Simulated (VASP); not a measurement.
Method: PBE GGA, VASP's PBE PAW potentials (set 64) (plane waves; VASP).

Input for VASP

### POSCAR
```
C
3.638340
  0.0000000000   0.5000000000   0.5000000000
  0.5000000000   0.0000000000   0.5000000000
  0.5000000000   0.5000000000   0.0000000000
C
2
Cartesian
  0.0000000000   0.0000000000   0.0000000000
  0.2500000000   0.2500000000   0.2500000000
```

### INCAR
```
! general
SYSTEM = C
PREC   = Accurate
ENCUT  = 520
LREAL  = .FALSE.
LASPH  = .TRUE.

! electronic loop
EDIFF  = 1E-6
NELM   = 100
ALGO   = Normal

! smearing
ISMEAR = 0
SIGMA  = 0.05

! functional
GGA    = PE

! ions
ISIF   = 2

! output
LWAVE  = .FALSE.
LCHARG = .FALSE.
```

**KPOINTS**
```
Automatic mesh
0
Gamma
13 13 13
0 0 0
```

POTCAR, in this order: C (PBE.64 set). Program: vasp_std.

The resulting files:

File OUTCAR:
```
 ion  position               nearest neighbor table
   1  0.000  0.000  0.000-   2 1.58   2 1.58   2 1.58   2 1.58
   2  0.250  0.250  0.250-   1 1.58   1 1.58   1 1.58   1 1.58
  LATTYP: Found a face centered cubic cell.
 ALAT       =     3.6383400000
 Subroutine PRICEL returns:
 Original cell was already a primitive cell.
 Subroutine GETGRP returns: Found 48 space group operations
The static configuration has the point symmetry T_d .
 The point group associated with its full space group is O_h .
The dynamic configuration has the point symmetry T_d .
 Subroutine INISYM returns: Found 48 space group operations
 Subroutine IBZKPT returns following result:
 Found     84 irreducible k-points:

 Following reciprocal coordinates:
            Coordinates               Weight
  0.000000  0.000000  0.000000      1.000000
  0.076923  0.000000  0.000000      8.000000
  0.153846  0.000000  0.000000      8.000000
  0.230769  0.000000  0.000000      8.000000
  0.307692  0.000000  0.000000      8.000000
  0.384615  0.000000  0.000000      8.000000
  0.461538  0.000000  0.000000      8.000000
  0.076923  0.076923  0.000000      6.000000
  0.153846  0.076923  0.000000     24.000000
  0.230769  0.076923  0.000000     24.000000
  0.307692  0.076923  0.000000     24.000000
  0.384615  0.076923  0.000000     24.000000
  0.461538  0.076923  0.000000     24.000000
 -0.461538  0.076923  0.000000     24.000000
 -0.384615  0.076923  0.000000     24.000000
 -0.307692  0.076923  0.000000     24.000000
 -0.230769  0.076923  0.000000     24.000000
 -0.153846  0.076923  0.000000     24.000000
 -0.076923  0.076923  0.000000     12.000000
  0.153846  0.153846  0.000000      6.000000
  0.230769  0.153846  0.000000     24.000000
  0.307692  0.153846  0.000000     24.000000
  0.384615  0.153846  0.000000     24.000000
...
```

OSZICAR:
```
       N       E                     dE             d eps       ncg     rms          rms(c)
DAV:   1     0.807234197882E+00    0.80723E+00   -0.50229E+03  1384   0.986E+02
DAV:   2    -0.185333375381E+02   -0.19341E+02   -0.18710E+02  2096   0.113E+02
DAV:   3    -0.186717465463E+02   -0.13841E+00   -0.13841E+00  1488   0.124E+01
DAV:   4    -0.186719677988E+02   -0.22125E-03   -0.22125E-03  1880   0.522E-01
DAV:   5    -0.186719679086E+02   -0.10975E-06   -0.10975E-06  1424   0.774E-03    0.514E+00
DAV:   6    -0.182752970202E+02    0.39667E+00   -0.30596E-01  1408   0.436E+00    0.308E+00
DAV:   7    -0.181416957983E+02    0.13360E+00   -0.34301E-01  1656   0.471E+00    0.674E-01
DAV:   8    -0.181428968259E+02   -0.12010E-02   -0.18247E-03  1464   0.484E-01    0.442E-02
DAV:   9    -0.181429213466E+02   -0.24521E-04   -0.12684E-04  1968   0.992E-02    0.270E-02
DAV:  10    -0.181429349685E+02   -0.13622E-04   -0.15432E-05  1352   0.449E-02    0.542E-03
DAV:  11    -0.181429348432E+02    0.12525E-06   -0.41773E-08  1000   0.218E-03
   1 F= -.18142935E+02 E0= -.18142935E+02  d E =-.118891E-12
```

OUTCAR:
```
------------------------ aborting loop because EDIFF is reached ----------------------------------------
  FORCE on cell =-STRESS in cart. coord.  units (eV):
  Direction    XX          YY          ZZ          XY          YZ          ZX
  --------------------------------------------------------------------------------------
  Total       -1.5952166     -1.5952166     -1.5952166     -0.0000000      0.0000000     -0.0000000
  in kB     -212.2659813   -212.2659813   -212.2659813     -0.0000000      0.0000000     -0.0000000
  external PRESSURE =    -212.2659813 kB  Pullay stress =       0.0000000 kB
  volume of cell :       12.04
      direct lattice vectors                 reciprocal lattice vectors
     0.000000000  1.819170000  1.819170000    -0.274850619  0.274850619  0.274850619
     1.819170000  0.000000000  1.819170000     0.274850619 -0.274850619  0.274850619
     1.819170000  1.819170000  0.000000000     0.274850619  0.274850619 -0.274850619
 POSITION                                       TOTAL-FORCE (eV/Angst)
 -----------------------------------------------------------------------------------
      0.00000      0.00000      0.00000        -0.000000     -0.000000      0.000000
      0.90958      0.90958      0.90958         0.000000      0.000000     -0.000000
 -----------------------------------------------------------------------------------
    total drift:                                0.000000      0.000000      0.000000
  FREE ENERGIE OF THE ION-ELECTRON SYSTEM (eV)
  ---------------------------------------------------
  free  energy   TOTEN  =       -18.1429348432 eV

  energy  without entropy=      -18.1429348432  energy(sigma->0) =      -18.14293484
```
(Selected blocks of OUTCAR.)

File OUTCAR:
```
 val. band max:        8.8861924437   @ k =   0.0000   0.0000   0.0000

 cond. band min:      12.9007184585   @ k =   0.3846   0.3846   0.0000


 Fermi energy:         9.1075299473

 k-point     1 :       0.0000    0.0000    0.0000
  band No.  band energies     occupation
      1     -11.8061      2.00000
      2       8.8862      2.00000
      3       8.8862      2.00000
      4       8.8862      2.00000
      5      14.3125      0.00000
      6      14.3125      0.00000
      7      14.3125      0.00000
      8      20.8788      0.00000

 k-point     2 :       0.0769    0.0000    0.0000
  band No.  band energies     occupation
      1     -11.6488      2.00000
      2       7.8700      2.00000
      3       8.6257      2.00000
      4       8.6257      2.00000
      5      14.6539      0.00000
      6      14.6539      0.00000
      7      14.8806      0.00000
      8      21.0550      0.00000

 k-point     3 :       0.1538    0.0000    0.0000
  band No.  band energies     occupation
      1     -11.1788      2.00000
      2       5.6963      2.00000
      3       8.0345      2.00000
      4       8.0345      2.00000
      5      15.4330      0.00000
      6      15.4330      0.00000
      7      15.7716      0.00000
      8      21.5772      0.00000

 k-point     4 :       0.2308    0.0000    0.0000
  band No.  band energies     occupation
      1     -10.4025      2.00000
      2       3.2011      2.00000
      3       7.3901      2.00000
      4       7.3901      2.00000
      5      16.2319      0.00000
      6      16.2319      0.00000
      7      16.3758      0.00000
      8      22.3475      0.00000

 k-point     5 :       0.3077    0.0000    0.0000
  band No.  band energies     occupation
      1      -9.3353      2.00000
      2       0.7078      2.00000
      3       6.8434      2.00000
      4       6.8434      2.00000
      5      16.7015      0.00000
      6      16.7751      0.00000
      7      16.7751      0.00000
...
```

The compound is C in the diamond structure. The cell was not relaxed at this level. The run is one of a series of settings (KPOINTS 13×13×13 Γ-centred mesh against the base run), some of them coarse on purpose.
